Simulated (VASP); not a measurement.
## GW on CsSnI3

Wanted: how far GW moves the Kohn-Sham levels of CsSnI3. The cell has space group Pm-3m, a computed entry that need not be the common form of this compound. The start is a computed cell from the Materials Project.

Main program and level: VASP 6.6.1; PBE; plane waves and PAW (Cs_sv, I, Sn_d), in the first sound run; inputs show where later runs differ.

### Step 1. The starting structure

Symmetry: Pm-3m, No. 221, cubic system. Conventional cell: a = 6.286 Å, b = 6.286 Å, c = 6.286 Å, α = 90.00°, β = 90.00°, γ = 90.00°. Nearest to Cs lie 12 I at 4.45 Å. Nearest to I lie 2 Sn at 3.14 Å and 4 Cs at 4.45 Å. Sn has 6 I at 3.14 Å nearest. Farther neighbours and most contacts between anions are not listed.

### Step 2. Relaxation

The atoms are relaxed first inside the given cell, which is kept (ISIF = 2), since band edges depend on the positions.

The input, INCAR:

```
SYSTEM = CsSnI3
PREC = Accurate
ENCUT = 400
EDIFF = 1E-06
NELM = 100
ISMEAR = 0
SIGMA = 0.05
LREAL = .FALSE.
ALGO = Normal
GGA = PE
NBANDS = 28
LWAVE = .FALSE.
LCHARG = .FALSE.
KPAR = 8
IBRION = 2
NSW = 60
ISIF = 2
EDIFFG = -0.01
```

The input, POSCAR:

```
CsSnI3
1.0
    6.2862280000      0.0000000000      0.0000000000
    0.0000000000      6.2862280000      0.0000000000
    0.0000000000      0.0000000000      6.2862280000
Cs I Sn
1 3 1
Direct
    0.5000000000      0.5000000000      0.5000000000
    0.5000000000      0.0000000000      0.0000000000
    0.0000000000      0.0000000000      0.5000000000
    0.0000000000      0.5000000000      0.0000000000
    0.0000000000      0.0000000000      0.0000000000
```

The input, KPOINTS:

```
Automatic mesh
0
Gamma
4 4 4
0 0 0
```

Potentials, in the order of the species: Cs_sv, I and Sn_d (PBE family, release 64).

Started as:

```sh
$ mpirun -np 8 vasp_std
```

The log of the run:

```text
[banner, memory and clock lines left out]
running    8 mpi-ranks, on    1 nodes
 distrk:  each k-point on    1 cores,    8 groups
 distr:  one band on    1 cores,    1 groups

 POSCAR found type information on POSCAR CsI Sn
 POSCAR found :  3 types and       5 ions
|                                                                             |
|           W    W    AA    RRRRR   N    N  II  N    N   GGGG   !!!           |
|           W    W   A  A   R    R  NN   N  II  NN   N  G    G  !!!           |
|           W    W  A    A  R    R  N N  N  II  N N  N  G       !!!           |
|           W WW W  AAAAAA  RRRRR   N  N N  II  N  N N  G  GGG   !            |
|           WW  WW  A    A  R   R   N   NN  II  N   NN  G    G                |
|           W    W  A    A  R    R  N    N  II  N    N   GGGG   !!!           |
|                                                                             |
|     For optimal performance we recommend to set                             |
|       NCORE = 2 up to number-of-cores-per-socket                            |
|     NCORE specifies how many cores store one orbital (NPAR=cpu/NCORE).      |
|     This setting can greatly improve the performance of VASP for DFT.       |
|     The default, NCORE=1 might be grossly inefficient on modern             |
|     multi-core architectures or massively parallel machines. Do your        |
|     Unfortunately you need to use the default for GW and RPA                |
|     calculations (for HF NCORE is supported but not extensively tested      |
|     yet).                                                                   |
|                                                                             |

 LDA part: xc-table for (Slater+PW92), standard interpolation
 POSCAR, INCAR and KPOINTS ok, starting setup
 FFT: planning ... GRIDC
 FFT: planning ... GRID_SOFT
 FFT: planning ... GRID
 WAVECAR not read
 entering main loop
       N       E                     dE             d eps       ncg     rms          rms(c)
DAV:   1     0.312009969141E+03    0.31201E+03   -0.15689E+04   560   0.114E+03
DAV:   2     0.202444672733E+02   -0.29177E+03   -0.28402E+03   680   0.261E+02
DAV:   3    -0.131076290059E+02   -0.33352E+02   -0.33223E+02   652   0.105E+02
DAV:   4    -0.142555193481E+02   -0.11479E+01   -0.11460E+01   748   0.238E+01
DAV:   5    -0.142926149455E+02   -0.37096E-01   -0.37092E-01   820   0.369E+00    0.392E+00
DAV:   6    -0.139964796463E+02    0.29614E+00   -0.47755E-01   704   0.356E+00    0.258E+00
DAV:   7    -0.139670390661E+02    0.29441E-01   -0.33078E-01   692   0.232E+00    0.105E+00
DAV:   8    -0.139724903961E+02   -0.54513E-02   -0.47929E-02   664   0.147E+00    0.284E-01
DAV:   9    -0.139720463439E+02    0.44405E-03   -0.48631E-03   716   0.511E-01    0.120E-01
DAV:  10    -0.139722868965E+02   -0.24055E-03   -0.72989E-04   652   0.132E-01    0.544E-02
DAV:  11    -0.139723422727E+02   -0.55376E-04   -0.29083E-04   728   0.111E-01    0.310E-02
DAV:  12    -0.139723449154E+02   -0.26427E-05   -0.32245E-05   692   0.357E-02    0.257E-02
DAV:  13    -0.139723434133E+02    0.15021E-05   -0.15807E-06   472   0.973E-03    0.127E-02
DAV:  14    -0.139723423800E+02    0.10332E-05   -0.35189E-06   544   0.120E-02    0.143E-03
DAV:  15    -0.139723423960E+02   -0.15999E-07   -0.36627E-07   372   0.390E-03
   1 F= -.13972342E+02 E0= -.13972342E+02  d E =-.139723E+02
 curvature:   0.00 expect dE= 0.000E+00 dE for cont linesearch  0.000E+00
 trial: gam= 0.00000 g(F)=  0.000E+00 g(S)=  0.000E+00 ort = 0.000E+00 (trialstep = 0.100E+01)
 search vector abs. value=  0.100E-09
 reached required accuracy - stopping structural energy minimisation
```

Run time: 14 s. Hardware: 8 MPI ranks of AMD EPYC 7R43, shared host; peak memory 2.2 GiB.

The logs omit lines about the potential files and the build; timing stands in the text.

Parts of OUTCAR (step 2):

```text
ion  position               nearest neighbor table
   1  0.500  0.500  0.500-
   2  0.500  0.000  0.000-   5 3.14   5 3.14
   3  0.000  0.000  0.500-   5 3.14   5 3.14
   4  0.000  0.500  0.000-   5 3.14   5 3.14
   5  0.000  0.000  0.000-   2 3.14   3 3.14   4 3.14   3 3.14   4 3.14   2 3.14

  LATTYP: Found a simple cubic cell.
 ALAT       =     6.2862280000

 Subroutine GETGRP returns: Found 48 space group operations
 (whereof 48 operations were pure point group operations)

The static configuration has the point symmetry O_h .

 Found     10 irreducible k-points:

   k-points           NKPTS =     10   k-points in BZ     NKDIM =     10   number of bands    NBANDS=     28

   dimension x,y,z NGX =    42 NGY =   42 NGZ =   42
   dimension x,y,z NGXF=    84 NGYF=   84 NGZF=   84

   ENCUT  =  400.0 eV  29.40 Ry    5.42 a.u.  10.25 10.25 10.25*2*pi/ulx,y,z

   NELECT =      44.0000    total number of electrons

 k-points in reciprocal lattice and weights: Automatic mesh
   0.00000000  0.00000000  0.00000000       0.016
   0.25000000  0.00000000  0.00000000       0.094
   0.50000000  0.00000000  0.00000000       0.047
   0.25000000  0.25000000  0.00000000       0.188
   0.50000000  0.25000000  0.00000000       0.188
   0.50000000  0.50000000  0.00000000       0.047
   0.25000000  0.25000000  0.25000000       0.125
   0.50000000  0.25000000  0.25000000       0.188
   0.50000000  0.50000000  0.25000000       0.094
   0.50000000  0.50000000  0.50000000       0.016

 average (electrostatic) potential at core
       1 -49.5166       2 -93.4653       3 -93.4653       4 -93.4653       5-105.2467

 E-fermi :   2.6557

 k-point     1 :       0.0000    0.0000    0.0000
  band No.  band energies     occupation
    ...
     18       0.3307      2.00000
     19       0.3307      2.00000
     20       0.4688      2.00000
     21       0.4688      2.00000
     22       0.4688      2.00000
     23       4.7763      0.00000
     24       5.7746      0.00000
     25       5.7746      0.00000
     26       6.1102      0.00000
     27       6.1102      0.00000
    ...

 k-point     2 :       0.2500    0.0000    0.0000
  band No.  band energies     occupation
    ...
     18       0.2295      2.00000
     19       0.2552      2.00000
     20       0.4022      2.00000
     21       0.4022      2.00000
     22       0.4604      2.00000
     23       5.3124      0.00000
     24       5.3536      0.00000
     25       6.0994      0.00000
     26       6.2369      0.00000
     27       6.3110      0.00000
    ...

 k-point     3 :       0.5000    0.0000    0.0000
  band No.  band energies     occupation
    ...
     18       0.1031      2.00000
     19       0.1840      2.00000
     20       0.3618      2.00000
     21       0.3618      2.00000
     22       0.9771      2.00000
     23       3.6311      0.00000
     24       6.2570      0.00000
     25       6.5041      0.00000
     26       6.7204      0.00000
     27       6.7317      0.00000
    ...

  Total        0.1890201      0.1890201      0.1890201     -0.0000000     -0.0000000      0.0000000
  in kB        1.2191248      1.2191248      1.2191248     -0.0000000     -0.0000000      0.0000000
  external PRESSURE =       1.2191248 kB  Pullay stress =       0.0000000 kB

  energy-cutoff  :      400.00
  volume of cell :      248.41
      direct lattice vectors                 reciprocal lattice vectors
     6.286228000  0.000000000  0.000000000     0.159077908  0.000000000  0.000000000
     0.000000000  6.286228000  0.000000000     0.000000000  0.159077908  0.000000000
     0.000000000  0.000000000  6.286228000     0.000000000  0.000000000  0.159077908

 POSITION                                       TOTAL-FORCE (eV/Angst)
 -----------------------------------------------------------------------------------
      3.14311      3.14311      3.14311         0.000000      0.000000      0.000000
      3.14311      0.00000      0.00000         0.000000      0.000000      0.000000
      0.00000      0.00000      3.14311         0.000000      0.000000      0.000000
      0.00000      3.14311      0.00000         0.000000      0.000000      0.000000
      0.00000      0.00000      0.00000         0.000000      0.000000      0.000000
 -----------------------------------------------------------------------------------
    total drift:                               -0.000000      0.000000     -0.000000

  FREE ENERGIE OF THE ION-ELECTRON SYSTEM (eV)
  ---------------------------------------------------
  free  energy   TOTEN  =       -13.9723423960 eV

  energy  without entropy=      -13.9723423960  energy(sigma->0) =      -13.97234240

 reached required accuracy - stopping structural energy minimisation

[... 3 further parts left out ...]
```

CONTCAR:

```
CsSnI3
   1.00000000000000
     6.2862280000000004    0.0000000000000000    0.0000000000000000
     0.0000000000000000    6.2862280000000004    0.0000000000000000
     0.0000000000000000    0.0000000000000000    6.2862280000000004
  Cs              I               Sn
     1     3     1
Direct
     0.5000000000000000    0.5000000000000000    0.5000000000000000
     0.5000000000000000    0.0000000000000000    0.0000000000000000
     0.0000000000000000    0.0000000000000000    0.5000000000000000
     0.0000000000000000    0.5000000000000000    0.0000000000000000
     0.0000000000000000    0.0000000000000000    0.0000000000000000
```

The run keeps the 48 symmetry operations of its start, so it cannot find a distortion of lower symmetry.

The forces vanish from the start, and no atom moves.

This step gave:

```yaml
free_energy_toten: -13.97 eV
fermi_energy: 2.656 eV
pressure: 0.1219 GPa
```

The forces stay under 1e-4 eV/Å.

### Step 3. Ground state

This step: PBE; plane waves and PAW (Cs_sv_GW, I_GW, Sn_d_GW) (VASP 6.6.1).

The orbitals come from a self-consistent PBE run with a tight EDIFF and a narrow smearing. KPOINTS_OPT adds the bands along a path, which shows whether the mesh holds the band edges.

The input, INCAR:

```
SYSTEM = CsSnI3
PREC = Accurate
ENCUT = 300
EDIFF = 1E-08
NELM = 100
ISMEAR = 0
SIGMA = 0.01
LREAL = .FALSE.
ALGO = Normal
GGA = PE
NBANDS = 28
LORBIT = 11
LWAVE = .TRUE.
LCHARG = .FALSE.
KPAR = 8
```

POSCAR is that of step 2.

KPOINTS is that of step 2.

The input, KPOINTS_OPT:

```
Line mode
12
Line-mode
Reciprocal
  0.00000000   0.00000000   0.00000000 GAMMA
  0.00000000   0.50000000   0.00000000 X

  0.00000000   0.50000000   0.00000000 X
  0.50000000   0.50000000   0.00000000 M

  0.50000000   0.50000000   0.00000000 M
  0.00000000   0.00000000   0.00000000 GAMMA

  0.00000000   0.00000000   0.00000000 GAMMA
  0.50000000   0.50000000   0.50000000 R

  0.50000000   0.50000000   0.50000000 R
  0.00000000   0.50000000   0.00000000 X

  0.50000000   0.50000000   0.00000000 M
  0.50000000   0.50000000   0.50000000 R
```

Potentials, in the order of the species: Cs_sv_GW, I_GW and Sn_d_GW (PBE family, release 64).

Started as:

```sh
$ mpirun -np 8 vasp_std
```

The log of the run:

```text
[banner, memory and clock lines left out]
running    8 mpi-ranks, on    1 nodes
 distrk:  each k-point on    1 cores,    8 groups
 distr:  one band on    1 cores,    1 groups

 POSCAR found type information on POSCAR CsI Sn
 POSCAR found :  3 types and       5 ions
 [... a notice as in an earlier step ...]

 LDA part: xc-table for (Slater+PW92), standard interpolation
 POSCAR, INCAR and KPOINTS ok, starting setup
 FFT: planning ... GRIDC
 FFT: planning ... GRID_SOFT
 FFT: planning ... GRID
 WAVECAR not read
 entering main loop
       N       E                     dE             d eps       ncg     rms          rms(c)
DAV:   1     0.331367613287E+03    0.33137E+03   -0.12822E+04   808   0.245E+03
DAV:   2     0.255795499656E+02   -0.30579E+03   -0.29796E+03   968   0.597E+02
DAV:   3    -0.139666241795E+02   -0.39546E+02   -0.39394E+02   864   0.123E+02
DAV:   4    -0.160076290944E+02   -0.20410E+01   -0.20388E+01  1040   0.269E+01
DAV:   5    -0.160965207415E+02   -0.88892E-01   -0.88872E-01   848   0.595E+00    0.300E+00
DAV:   6    -0.157056779856E+02    0.39084E+00   -0.58646E-01   872   0.864E+00    0.180E+00
DAV:   7    -0.156343209422E+02    0.71357E-01   -0.38929E-01   888   0.417E+00    0.843E-01
DAV:   8    -0.156369213708E+02   -0.26004E-02   -0.62524E-02   744   0.399E+00    0.164E-01
DAV:   9    -0.156351519831E+02    0.17694E-02   -0.93360E-03   824   0.191E+00    0.758E-02
DAV:  10    -0.156353252245E+02   -0.17324E-03   -0.12931E-03   784   0.329E-01    0.258E-02
DAV:  11    -0.156353648760E+02   -0.39652E-04   -0.23050E-04  1008   0.201E-01    0.164E-02
DAV:  12    -0.156353666933E+02   -0.18173E-05   -0.19086E-05   784   0.257E-02    0.358E-03
DAV:  13    -0.156353665967E+02    0.96657E-07   -0.53530E-06   928   0.203E-02    0.135E-03
DAV:  14    -0.156353663337E+02    0.26296E-06   -0.59950E-07   768   0.522E-03    0.661E-04
DAV:  15    -0.156353665512E+02   -0.21751E-06   -0.66865E-08   744   0.186E-03    0.839E-05
DAV:  16    -0.156353665696E+02   -0.18370E-07   -0.60204E-09   524   0.932E-04    0.489E-05
DAV:  17    -0.156353665768E+02   -0.72014E-08   -0.20490E-09   472   0.824E-04
   1 F= -.15635367E+02 E0= -.15635367E+02  d E =-.148727E-54
 Start KPOINTS_OPT (optional k-point list driver)
k-point batch [1-10\72]
       N       E                     dE             ncg
DAV:   1    -0.573306848349E+02   -0.19127E+04      808
DAV:   2    -0.306264572618E+04   -0.30053E+04      976
DAV:   3    -0.346926523783E+04   -0.40662E+03      888
DAV:   4    -0.348872885555E+04   -0.19464E+02      916
DAV:   5    -0.349080387992E+04   -0.20750E+01     1024
DAV:   6    -0.349084489571E+04   -0.41016E-01      808
DAV:   7    -0.349084914048E+04   -0.42448E-02      968
DAV:   8    -0.349084926564E+04   -0.12516E-03      832
DAV:   9    -0.349084927606E+04   -0.10419E-04      960
DAV:  10    -0.349084927635E+04   -0.29585E-06      832
DAV:  11    -0.349084927638E+04   -0.20764E-07      800
DAV:  12    -0.349084927638E+04   -0.14188E-08      544
[...]
k-point batch [71-72\72]
       N       E                     dE             ncg
DAV:   1     0.625853010915E+04   -0.16119E+04      160
DAV:   2     0.564873819979E+04   -0.60979E+03      200
DAV:   3     0.556057515011E+04   -0.88163E+02      192
DAV:   4     0.555619636770E+04   -0.43788E+01      176
DAV:   5     0.555587574662E+04   -0.32062E+00      200
DAV:   6     0.555586680997E+04   -0.89366E-02      160
DAV:   7     0.555586632402E+04   -0.48595E-03      192
DAV:   8     0.555586630608E+04   -0.17944E-04      184
DAV:   9     0.555586630497E+04   -0.11136E-05      192
DAV:  10     0.555586630493E+04   -0.38415E-07      168
DAV:  11     0.555586630492E+04   -0.33433E-08      120
 writing wavefunctions
```

Run time: 46 s. Hardware: 8 MPI ranks; peak memory 2.1 GiB.

Parts of OUTCAR (step 3):

```text
The static configuration has the point symmetry O_h .

 Found     10 irreducible k-points:

   dimension x,y,z NGX =    36 NGY =   36 NGZ =   36
   dimension x,y,z NGXF=    72 NGYF=   72 NGZF=   72

   ENCUT  =  300.0 eV  22.05 Ry    4.70 a.u.   8.88  8.88  8.88*2*pi/ulx,y,z

   NELECT =      44.0000    total number of electrons

 E-fermi :   2.5201

 k-point     1 :       0.0000    0.0000    0.0000
  band No.  band energies     occupation
    ...
     18       0.3230      2.00000
     19       0.3230      2.00000
     20       0.4619      2.00000
     21       0.4619      2.00000
     22       0.4619      2.00000
     23       4.7674      0.00000
     24       5.7709      0.00000
     25       5.7709      0.00000
     26       6.1116      0.00000
     27       6.1116      0.00000
    ...

 k-point     2 :       0.2500    0.0000    0.0000
  band No.  band energies     occupation
    ...
     18       0.2220      2.00000
     19       0.2480      2.00000
     20       0.3954      2.00000
     21       0.3954      2.00000
     22       0.4535      2.00000
     23       5.3039      0.00000
     24       5.3422      0.00000
     25       6.0931      0.00000
     26       6.2325      0.00000
     27       6.3117      0.00000
    ...

  Total       -0.0268239     -0.0268239     -0.0268239      0.0000000      0.0000000      0.0000000
  in kB       -0.1730066     -0.1730066     -0.1730066      0.0000000      0.0000000      0.0000000
  external PRESSURE =      -0.1730066 kB  Pullay stress =       0.0000000 kB

  energy-cutoff  :      300.00
  volume of cell :      248.41
      direct lattice vectors                 reciprocal lattice vectors
     6.286228000  0.000000000  0.000000000     0.159077908  0.000000000  0.000000000
     0.000000000  6.286228000  0.000000000     0.000000000  0.159077908  0.000000000
     0.000000000  0.000000000  6.286228000     0.000000000  0.000000000  0.159077908

  FREE ENERGIE OF THE ION-ELECTRON SYSTEM (eV)
  ---------------------------------------------------
  free  energy   TOTEN  =       -15.6353665768 eV

  energy  without entropy=      -15.6353665768  energy(sigma->0) =      -15.63536658

 total charge
# of ion       s       p       d       f       tot
--------------------------------------------------
    1        1.962   5.295   0.016   0.002   7.275
    2        1.611   3.130   0.013   0.000   4.754
    3        1.611   3.130   0.013   0.000   4.754
    4        1.611   3.130   0.013   0.000   4.754
    5        1.454   0.565  10.039   0.011  12.070
--------------------------------------------------
tot          8.250  15.250  10.094   0.013  33.607

[... 6 parts as in an earlier step ...]

[... 5 further parts left out ...]
```

This step gave:

| Item | Value |
| --- | --- |
| free energy (TOTEN) | -15.64 eV |
| Fermi energy | 2.520 eV |
| pressure | -0.01730 GPa |
| least gap on mesh and path | 0.4704 eV |
| least direct gap on mesh and path | 0.4704 eV |

The highest empty bands on the path are converged less tightly, to about 0.1 eV. Electronic bands along the path, in eV, zero at the valence-band top; v1 is the highest filled band, c1 the lowest empty one:

```tsv
point	v4	v3	v2	v1	c1	c2	c3	c4
Γ	-2.09	-1.95	-1.95	-1.95	2.36	3.36	3.36	3.70
0.45 of the way	-2.15	-2.01	-2.01	-1.97	2.83	3.12	3.63	3.75
X	-2.23	-2.06	-2.06	-1.44	1.21	3.84	4.08	4.30
0.45 of the way	-2.19	-2.11	-1.84	-1.32	1.09	2.88	4.07	4.08
M	-2.37	-2.30	-1.55	-0.71	0.90	0.90	3.98	4.37
0.55 of the way	-2.11	-2.08	-1.95	-1.85	2.92	3.03	3.25	3.88
Γ	-2.09	-1.95	-1.95	-1.95	2.36	3.36	3.36	3.70
0.45 of the way	-2.10	-1.87	-1.86	-1.86	2.79	2.79	2.96	3.48
R	-1.53	-1.53	-1.53	0.00	0.47	0.47	0.47	3.20
0.55 of the way	-1.99	-1.88	-1.77	-1.25	0.95	2.66	2.83	3.84
X	-2.23	-2.06	-2.06	-1.44	1.21	3.84	4.08	4.34
jump to M	-2.37	-2.30	-1.55	-0.71	0.90	0.90	3.98	4.37
0.45 of the way	-1.90	-1.90	-1.54	-0.63	0.73	0.73	2.62	3.72
R	-1.53	-1.53	-1.53	0.00	0.47	0.47	0.47	3.20
```

Of the projections kept (Cs, I, Sn), the largest for each band there; the rest of the weight can lie on other orbitals:

```tsv
point	v4	v3	v2	v1	c1	c2	c3	c4
Γ	I 1.00	I 0.97	I 0.97	I 0.97	Cs 0.66	Cs 0.74	Cs 0.74	Cs 0.57
X	I 0.99	I 0.98	I 0.98	I 0.74	Sn 0.77	Cs 0.54	I 0.60	Sn 0.51
M	I 0.99	I 0.95	I 1.00	I 0.63	Sn 0.76	Sn 0.76	I 0.54	Cs 0.81
Γ	I 1.00	I 0.97	I 0.97	I 0.97	Cs 0.66	Cs 0.74	Cs 0.74	Cs 0.57
R	I 1.00	I 1.00	I 1.00	I 0.56	Sn 0.80	Sn 0.80	Sn 0.80	Cs 0.83
X	I 0.99	I 0.98	I 0.98	I 0.74	Sn 0.77	Cs 0.54	I 0.60	Sn 0.48
```

The cell has a gap of 0.470 eV on mesh and path. Spin-orbit coupling is left out, which can shift or reorder these edges.

[end of part 1 of 4]

[Lines on the potential files, build, host, timing and source positions are cut from VASP's logs without a mark.]

[Logs are printed without paths, hosts, clocks, repeated set-up lines and the standing remarks that a program may print on its own settings, such as how far it seeks lower states.]

[Hosts, paths, dates, database ids (printed as entryN), source tags and the programs' standing remarks are cut or masked in the printed files.]

[Pressures printed for these runs are not shown converged in the cutoff: they can be off by several GPa and have the wrong sign.]
